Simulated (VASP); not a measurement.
Calculation: optB88-vdW, VASP's PBE PAW potentials (set 64) (plane waves; VASP 6.6.1).

A VASP calculation is set up with these files.

INCAR:
```
AGGAC = 0.0
ALGO = Normal
EDIFF = 1E-7
ENCUT = 520
GGA = BO
ICHARG = 11
ISMEAR = 0
LASPH = T
LCHARG = F
LMAXMIX = 4
LORBIT = 11
LREAL = F
LUSE_VDW = T
LWAVE = F
NELM = 100
PARAM1 = 0.1833333333
PARAM2 = 0.22
PREC = Accurate
SIGMA = 0.05
SYSTEM = CuI
```

### KPOINTS
```
k-points along high-symmetry lines
15
Line-mode
Reciprocal
  0.000000   0.000000   0.000000 ! GAMMA
 -0.500000  -0.500000   0.000000 ! X

 -0.500000  -0.500000   0.000000 ! X
 -0.375000  -0.375000   0.250000 ! U

 -0.375000  -0.000000   0.375000 ! K
  0.000000   0.000000   0.000000 ! GAMMA

  0.000000   0.000000   0.000000 ! GAMMA
 -0.000000  -0.000000   0.500000 ! L

 -0.000000  -0.000000   0.500000 ! L
 -0.500000  -0.250000   0.250000 ! W

 -0.500000  -0.250000   0.250000 ! W
 -0.500000  -0.500000   0.000000 ! X
```

POSCAR:
```
CuI
6.0651460
  0.0000000000   0.4999999773   0.4999999773
  0.4999999773   0.0000000000   0.4999999773
  0.4999999773   0.4999999773   0.0000000000
Cu I
1 1
Cartesian
  0.0000000000   0.0000000000   0.0000000000
  0.2499999886   0.2499999886   0.2499999886
```

POTCAR, in this order: Cu I (PBE.64 set). Program: vasp_std. Read from the step before: CHGCAR.

Output

### OSZICAR
```
       N       E                     dE             d eps       ncg     rms          rms(c)
DAV:   1     0.112248309884E+03    0.11225E+03   -0.80732E+03  2340   0.148E+03
DAV:   2     0.892255157600E+01   -0.10333E+03   -0.97495E+02  2365   0.271E+02
DAV:   3     0.421808659178E+00   -0.85007E+01   -0.82643E+01  3131   0.857E+01
DAV:   4     0.141368465464E+00   -0.28044E+00   -0.28026E+00  2950   0.144E+01
DAV:   5     0.132598071074E+00   -0.87704E-02   -0.87700E-02  3318   0.267E+00
DAV:   6     0.132369103570E+00   -0.22897E-03   -0.22897E-03  3104   0.388E-01
DAV:   7     0.132365601340E+00   -0.35022E-05   -0.35022E-05  3351   0.448E-02
DAV:   8     0.132365548733E+00   -0.52607E-07   -0.52598E-07  3017   0.496E-03
   1 F= 0.13236555E+00 E0= 0.13236555E+00  d E =-.379853E-14
```

OUTCAR:
```
 val. band max:        4.2195316363   @ k =   0.0000   0.0000   0.0000

 cond. band min:       5.3298024086   @ k =   0.0000   0.0000   0.0000



 k-point     1 :       0.0000    0.0000    0.0000
  band No.  band energies     occupation
      1      -9.7519      2.00000
      2       0.6324      2.00000
      3       0.6324      2.00000
      4       0.6324      2.00000
      5       2.3508      2.00000
      6       2.3508      2.00000
      7       4.2195      2.00000
      8       4.2195      2.00000
      9       4.2195      2.00000
     10       5.3298      0.00000
     11       9.1767      0.00000
     12       9.1767      0.00000
     13       9.1768      0.00000

 k-point     2 :      -0.0357   -0.0357    0.0000
  band No.  band energies     occupation
      1      -9.7439      2.00000
      2       0.6035      2.00000
      3       0.6313      2.00000
      4       0.6313      2.00000
      5       2.3481      2.00000
      6       2.3519      2.00000
      7       4.1309      2.00000
      8       4.1916      2.00000
      9       4.1916      2.00000
     10       5.4605      0.00000
     11       9.1034      0.00000
     12       9.2250      0.00000
     13       9.2250      0.00000

 k-point     3 :      -0.0714   -0.0714    0.0000
  band No.  band energies     occupation
      1      -9.7200      2.00000
      2       0.5192      2.00000
      3       0.6280      2.00000
      4       0.6280      2.00000
      5       2.3403      2.00000
      6       2.3550      2.00000
      7       3.9431      2.00000
      8       4.1118      2.00000
      9       4.1118      2.00000
     10       5.7696      0.00000
     11       8.9106      0.00000
     12       9.3657      0.00000
     13       9.3657      0.00000

 k-point     4 :      -0.1071   -0.1071    0.0000
  band No.  band energies     occupation
      1      -9.6811      2.00000
      2       0.3864      2.00000
      3       0.6227      2.00000
      4       0.6227      2.00000
...
```

The density is held fixed in this step, so its total energy and stress have no physical meaning. Unless said otherwise, spin-orbit coupling is left out, though it shifts the bands of the heavy elements here.

The compound is CuI in the zinc blende structure. It was relaxed first.
